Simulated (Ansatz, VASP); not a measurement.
One calculation of GaAg2P, two programs

```
CELL_PARAMETERS angstrom
2.98563 -3.99635 0.00000
2.98563 3.99635 0.00000
0.00000 0.00000 6.29877
ATOMIC_POSITIONS crystal
Ga 0.00000 0.00000 0.50000
Ga 0.00000 0.00000 0.00000
Ag 0.00000 0.50000 0.76265
Ag 0.00000 0.50000 0.23735
Ag 0.50000 0.00000 0.76265
Ag 0.50000 0.00000 0.23735
P 0.50000 0.50000 0.67618
P 0.50000 0.50000 0.32382
```

Change from the starting cell: the structure that the rattled cell fell into.

Alike in both runs: task single point; functional PBE; k mesh 4 × 4 × 4; occupations gaussian, width 0.1 eV; no spin polarisation.

|  | VASP | Ansatz |
| --- | --- | --- |
| version | VASP 6.6.1 | Ansatz 0.2.0 |
| potentials or method | VASP PAW PBE potentials, release 64 (Ga_d, Ag, P) | scalar-relativistic, plane waves, PAW |
| plane-wave cutoff (eV) | 520 | 420 |
| valence electrons in the cell | 80 | 112 |

|  | VASP | Ansatz | Ansatz less VASP |
| --- | --- | --- | --- |
| gap on the k mesh at the Fermi level (eV) | none | none | - |
| pressure (GPa) | 0.0 | 0.1 | +0.05 |
| largest component of the traceless stress (GPa) | 0.06 | 0.12 | +0.058 |
| rms of the force components (eV/Å) | 0.006 | 0.004 | -0.0022 |

Atom by atom the forces differ by 0.010 eV/Å (rms over components). A gap of «none» marks a metal or a gap that the smearing closes. The two sets of potentials don't hold the same shells in valence.
